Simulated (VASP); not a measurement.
Input:

```xyz
12
Lattice="5.2960 0.0000 0.0000 0.0000 5.1027 0.0000 0.0000 0.0000 5.1118" Properties=species:S:1:pos:R:3 pbc="T T T"
Hf     0.1589     1.3624     1.2779
Hf     5.1371     3.7403     3.8338
Hf     2.8069     3.7403     1.2779
Hf     2.4891     1.3624     3.8338
O      1.9119     0.3470     0.5418
O      3.3842     4.7557     3.0977
O      4.5599     4.7557     0.5418
O      0.7361     0.3470     3.0977
O      1.2128     2.7402     0.0000
O      4.0832     2.3626     2.5559
O      3.8608     2.3626     0.0000
O      1.4352     2.7402     2.5559
```

All values below come from PBE GGA, VASP's PBE PAW potentials (set 64) (plane waves; VASP). Run with 400 eV cut-off, 3×4×4 Γ-centred mesh, Fermi-Dirac smearing of 0.10 eV, potentials Hf_pv O.

At this cut-off the stress carries a Pulay error, which pulls relaxed volumes low. Energy and stress use the plane-wave basis of the starting cell.

**Question.** The ions, cell shape and volume are relaxed. Give the cell that the relaxation ends in.

**Answer.** 
```xyz
12
Lattice="5.2296 0.0000 0.0000 0.0000 5.0193 0.0000 0.0000 0.0000 5.0428" Properties=species:S:1:pos:R:3 pbc="T T T"
Hf     0.1732     1.3428     1.2490
Hf     5.0564     3.6765     3.7704
Hf     2.7880     3.6765     1.2490
Hf     2.4416     1.3428     3.7704
O      1.9237     0.3596     0.5553
O      3.3060     4.6597     3.0767
O      4.5385     4.6597     0.5553
O      0.6912     0.3596     3.0767
O      1.2261     2.7141     5.0337
O      4.0035     2.3052     2.5123
O      3.8409     2.3052     5.0337
O      1.3887     2.7141     2.5123
```
Space group Pca2_1 (29), at a tolerance of 0.03 Å.

**Question.** How do energy and volume change from the first to the last step?

**Answer.** The energy (σ→0) changes by -17.8 meV/atom and the volume by -4.2 %, in 23 ionic steps.

The structure was generated: HfO2 was put into an ordered model structure, which need not be its known phase. This run relaxes it. Symmetry was kept, so distortions that lower it aren't found. The run is one of a series of settings (EDIFFG = -0.01, IBRION = 2, ISIF = 3, NSW = 50 against the base run), some of them coarse on purpose.
